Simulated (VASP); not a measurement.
Computed with PBEsol GGA, VASP's PBE PAW potentials (set 64) (plane waves; VASP 6.6.1).

The input files of a VASP run:

**INCAR**
```
SYSTEM = Ni(111) slab
PREC = Normal
ENCUT = 400
EDIFF = 1E-6
NELM = 100
ALGO = Normal
LREAL = .FALSE.
LASPH = .TRUE.
ISMEAR = 1
SIGMA = 0.1
GGA = PS
LMAXMIX = 4
ISPIN = 2
MAGMOM = 0.8 0.8 0.8 0.8 0.8
LORBIT = 11
LWAVE = .FALSE.
LCHARG = .FALSE.
NELMIN = 4
LDIPOL = .TRUE.
IDIPOL = 3
DIPOL = 0.5 0.5 0.5
LVHAR = .TRUE.
```

POSCAR:
```
Ni(111) slab
24.7370870
  0.0989221374   0.0000000000   0.0000000000
 -0.0494610687   0.0856690805   0.0000000000
  0.0000000000   0.0000000000   1.0000000022
Ni
5
Cart
  0.0494611182   0.0285563316   0.3393610456
 -0.0000000495   0.0571127489   0.4191336396
  0.0000000000   0.0000000000   0.5000000011
  0.0494611182   0.0285563316   0.5808663626
 -0.0000000495   0.0571127489   0.6606389567
```

File KPOINTS:
```
Automatic mesh
0
gamma
13 13 1
```

POTCAR, in this order: Ni (PBE.64 set). Program: vasp_std. Read from the step before: WAVECAR.

What VASP printed:

### OSZICAR
```
       N       E                     dE             d eps       ncg     rms          rms(c)
DAV:   1    -0.292142159021E+02   -0.29214E+02   -0.10181E-02  4024   0.173E+00    0.897E-01
DAV:   2    -0.295810347917E+02   -0.36682E+00   -0.15242E+00  3360   0.220E+01    0.119E+01
DAV:   3    -0.292046228902E+02    0.37641E+00   -0.13232E+00  3304   0.185E+01    0.620E-01
DAV:   4    -0.292112289412E+02   -0.66061E-02   -0.20143E-02  3072   0.245E+00    0.429E-01
DAV:   5    -0.292112925710E+02   -0.63630E-04   -0.31928E-03  3088   0.101E+00    0.527E-02
DAV:   6    -0.292114129974E+02   -0.12043E-03   -0.23513E-04  2944   0.167E-01    0.417E-02
DAV:   7    -0.292114195696E+02   -0.65722E-05   -0.21540E-05  3248   0.648E-02    0.255E-02
DAV:   8    -0.292114245359E+02   -0.49663E-05   -0.46204E-06  2008   0.279E-02    0.817E-03
DAV:   9    -0.292114323462E+02   -0.78103E-05   -0.24273E-06  2104   0.162E-02    0.322E-03
DAV:  10    -0.292114387574E+02   -0.64112E-05   -0.87063E-07  1992   0.126E-02    0.192E-03
DAV:  11    -0.292114428583E+02   -0.41010E-05   -0.17505E-07  1840   0.349E-03    0.158E-03
DAV:  12    -0.292114479776E+02   -0.51193E-05   -0.10394E-07  1808   0.313E-03    0.538E-04
DAV:  13    -0.292114504075E+02   -0.24299E-05   -0.46013E-08  1784   0.247E-03    0.813E-04
DAV:  14    -0.292114525353E+02   -0.21278E-05   -0.30926E-08  1648   0.224E-03    0.237E-04
DAV:  15    -0.292114532451E+02   -0.70973E-06   -0.14312E-08  1752   0.857E-04
   1 F= -.29211453E+02 E0= -.29211792E+02  d E =0.101749E-02  mag=     3.1049
```

OUTCAR:
```
------------------------ aborting loop because EDIFF is reached ----------------------------------------
  FORCE on cell =-STRESS in cart. coord.  units (eV):
  Direction    XX          YY          ZZ          XY          YZ          ZX
  --------------------------------------------------------------------------------------
  Total       -1.8510047     -1.8510045     -0.3558982      0.0000000      0.0000000      0.0000000
  in kB      -23.1182435    -23.1182417     -4.4450132      0.0000000      0.0000000      0.0000000
  external PRESSURE =     -16.8938328 kB  Pullay stress =       0.0000000 kB
  volume of cell :      128.28
      direct lattice vectors                 reciprocal lattice vectors
     2.447045519  0.000000000  0.000000000     0.408656068  0.235937700  0.000000000
    -1.223522760  2.119203499  0.000000000     0.000000000  0.471875401  0.000000000
     0.000000000  0.000000000 24.737087055     0.000000000  0.000000000  0.040425132
 POSITION                                       TOTAL-FORCE (eV/Angst)
 -----------------------------------------------------------------------------------
      1.22352      0.70640      8.39480        -0.000000      0.000000      0.008328
     -0.00000      1.41280     10.36815         0.000000      0.000000      0.020299
      0.00000      0.00000     12.36854         0.000000      0.000000      0.000000
      1.22352      0.70640     14.36894        -0.000000      0.000000     -0.020299
     -0.00000      1.41280     16.34228         0.000000     -0.000000     -0.008328
 -----------------------------------------------------------------------------------
    total drift:                                0.000000      0.000000      0.000000
  FREE ENERGIE OF THE ION-ELECTRON SYSTEM (eV)
  ---------------------------------------------------
  free  energy   TOTEN  =       -29.2114532451 eV

  energy  without entropy=      -29.2124707369  energy(sigma->0) =      -29.21179241

 total charge

# of ion       s       p       d       tot
------------------------------------------
    1        0.512   0.423   8.322   9.256
    2        0.520   0.548   8.338   9.406
    3        0.522   0.544   8.334   9.400
    4        0.520   0.548   8.338   9.406
    5        0.512   0.423   8.322   9.256
--------------------------------------------------
tot          2.585   2.486  41.653  46.724

 magnetization (x)

# of ion       s       p       d       tot
------------------------------------------
    1       -0.007  -0.026   0.668   0.635
    2       -0.007  -0.026   0.671   0.638
    3       -0.008  -0.028   0.651   0.616
    4       -0.007  -0.026   0.671   0.638
    5       -0.007  -0.026   0.668   0.635
--------------------------------------------------
tot         -0.036  -0.133   3.331   3.162
```
(Selected blocks of OUTCAR.)

The cell is a thin slab with vacuum, built from Ni (fcc): (111) face.
